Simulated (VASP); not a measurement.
Output of a VASP run:

### OSZICAR
```
...
DAV:   4    -0.411263331104E+02   -0.10780E-04   -0.24059E-04  3865   0.143E-01    0.209E-02
DAV:   5    -0.411263304941E+02    0.26163E-05   -0.15384E-04  3046   0.135E-01    0.113E-02
DAV:   6    -0.411263864350E+02   -0.55941E-04   -0.46884E-05  2631   0.772E-02    0.144E-03
DAV:   7    -0.411263737332E+02    0.12702E-04   -0.10327E-05  3225   0.355E-02    0.229E-03
DAV:   8    -0.411263773319E+02   -0.35987E-05   -0.43801E-07  1672   0.801E-03    0.159E-03
DAV:   9    -0.411263792182E+02   -0.18863E-05   -0.51456E-07  1333   0.885E-03    0.196E-04
DAV:  10    -0.411263813118E+02   -0.20936E-05   -0.86559E-08  1333   0.438E-03    0.130E-04
DAV:  11    -0.411263806979E+02    0.61392E-06   -0.22436E-08  1338   0.196E-03
   2 F= -.41126381E+02 E0= -.41126346E+02  d E =-.274704E-03
       N       E                     dE             d eps       ncg     rms          rms(c)
DAV:   1    -0.411264245460E+02   -0.43234E-04   -0.22419E-03  2826   0.565E-01    0.395E-02
DAV:   2    -0.411263885503E+02    0.35996E-04   -0.13577E-04  3206   0.127E-01    0.192E-02
DAV:   3    -0.411263813777E+02    0.71726E-05   -0.31233E-05  3177   0.588E-02    0.635E-03
DAV:   4    -0.411263873865E+02   -0.60088E-05   -0.70272E-06  3356   0.247E-02    0.340E-03
DAV:   5    -0.411263824804E+02    0.49060E-05   -0.51452E-06  2851   0.247E-02    0.198E-03
DAV:   6    -0.411263886497E+02   -0.61693E-05   -0.13173E-06  1607   0.133E-02    0.588E-04
DAV:   7    -0.411263864049E+02    0.22447E-05   -0.22397E-07  1303   0.655E-03    0.621E-04
DAV:   8    -0.411263868812E+02   -0.47630E-06   -0.46443E-08  1298   0.283E-03
   3 F= -.41126387E+02 E0= -.41126357E+02  d E =-.280888E-03
       N       E                     dE             d eps       ncg     rms          rms(c)
DAV:   1    -0.411268283257E+02   -0.44192E-03   -0.20131E-02  2701   0.196E+00    0.162E-01
DAV:   2    -0.411264040422E+02    0.42428E-03   -0.18239E-03  3289   0.548E-01    0.651E-02
DAV:   3    -0.411263637844E+02    0.40258E-04   -0.24436E-04  4127   0.171E-01    0.248E-02
DAV:   4    -0.411263339323E+02    0.29852E-04   -0.72851E-05  4508   0.723E-02    0.116E-02
DAV:   5    -0.411263557684E+02   -0.21836E-04   -0.38358E-05  3496   0.660E-02    0.105E-02
DAV:   6    -0.411263538381E+02    0.19302E-05   -0.54250E-06  3576   0.239E-02    0.395E-03
DAV:   7    -0.411263571781E+02   -0.33399E-05   -0.31450E-06  2780   0.184E-02    0.155E-03
DAV:   8    -0.411263552439E+02    0.19341E-05   -0.84476E-07  1503   0.119E-02    0.978E-04
DAV:   9    -0.411263559087E+02   -0.66481E-06   -0.93147E-08  1313   0.470E-03
   4 F= -.41126356E+02 E0= -.41126333E+02  d E =0.309725E-04
       N       E                     dE             d eps       ncg     rms          rms(c)
DAV:   1    -0.411265998250E+02   -0.24458E-03   -0.87213E-03  2701   0.129E+00    0.107E-01
DAV:   2    -0.411264103818E+02    0.18944E-03   -0.78364E-04  3297   0.360E-01    0.429E-02
DAV:   3    -0.411263925649E+02    0.17817E-04   -0.10557E-04  4122   0.112E-01    0.164E-02
DAV:   4    -0.411263926328E+02   -0.67956E-07   -0.31261E-05  4528   0.468E-02    0.762E-03
DAV:   5    -0.411263924856E+02    0.14718E-06   -0.16067E-05  3543   0.426E-02    0.693E-03
DAV:   6    -0.411263999779E+02   -0.74923E-05   -0.18580E-06  1907   0.156E-02    0.262E-03
DAV:   7    -0.411263987230E+02    0.12549E-05   -0.12757E-06  1560   0.136E-02    0.164E-03
DAV:   8    -0.411263994029E+02   -0.67988E-06   -0.33050E-07  1303   0.767E-03
   5 F= -.41126399E+02 E0= -.41126372E+02  d E =-.125216E-04
```

File OUTCAR:
```
------------------------ aborting loop because EDIFF is reached ----------------------------------------
  FORCE on cell =-STRESS in cart. coord.  units (eV):
  Direction    XX          YY          ZZ          XY          YZ          ZX
  --------------------------------------------------------------------------------------
  Total        0.0015880      0.0015880      0.0029858      0.0000000     -0.0000000      0.0000000
  in kB        0.0724283      0.0724283      0.1361833      0.0000000     -0.0000000      0.0000000
  external PRESSURE =       0.0936799 kB  Pullay stress =       0.0000000 kB
  volume of cell :       35.13
      direct lattice vectors                 reciprocal lattice vectors
     3.424887119 -0.000000000  0.000000000     0.291980426  0.168574969 -0.000000000
    -1.712443559  2.966039408 -0.000000000     0.000000000  0.337149937 -0.000000000
     0.000000000  0.000000000  3.458048716     0.000000000  0.000000000  0.289180426
 POSITION                                       TOTAL-FORCE (eV/Angst)
 -----------------------------------------------------------------------------------
      0.00000     -0.00000      0.00000         0.000000      0.000000      0.000000
      1.71245      0.98868      1.72902        -0.000000     -0.000000     -0.000000
 -----------------------------------------------------------------------------------
    total drift:                               -0.000231      0.000132      0.000000
  FREE ENERGIE OF THE ION-ELECTRON SYSTEM (eV)
  ---------------------------------------------------
  free  energy   TOTEN  =       -41.1263994029 eV

  energy  without entropy=      -41.1263167170  energy(sigma->0) =      -41.12637184

 reached required accuracy - stopping structural energy minimisation
```
(Selected blocks of OUTCAR.)

POSCAR:
```
NbAs
1
    3.4326063603     0.0000000000    -0.0000000000
   -1.7163031801     2.9727244680     0.0000000000
    0.0000000000    -0.0000000000     3.4486294612
Nb As
1 1
Direct
  0.0000000000   0.0000000000   0.0000000000
  0.6666670000   0.3333330000   0.5000000000
```

Task: Reconstruct the remaining input files.

Result: This is not unique; one that fits is the input of the run itself, r2SCAN meta-GGA, plane waves, VASP's PBE PAW potentials (set 64).

INCAR:
```
SYSTEM=NbAs
METAGGA=R2SCAN
LMIXTAU=.TRUE.
ISMEAR=1   ! Methfessel-Paxton
EDIFFG=-0.01   ! ionic stop
LWAVE=.FALSE.
LREAL=.FALSE.   ! projection in real space or not
LMAXMIX=4   ! l cut-off of mixed one-centre charges
PREC=Accurate
SIGMA=0.1   ! width (eV)
ISIF=3
LASPH=.TRUE.
LCHARG=.FALSE.
NSW=60   ! most ionic steps
NELM=100   ! most electronic steps
EDIFF=1E-6
IBRION=2   ! conjugate gradients
ALGO=Normal
ENCUT=400   ! plane-wave cut-off (eV)
```

### KPOINTS
```
Automatic mesh
0
gamma
  11 11 10
```

POTCAR, in this order: Nb_sv As (PBE.64 set). Program: vasp_std.

The structure was generated: NbAs was put into the WC type (P-6m2), which need not be its known phase. This run relaxes it. Symmetry was kept, so distortions that lower it aren't found. The start is the result of an earlier pass.
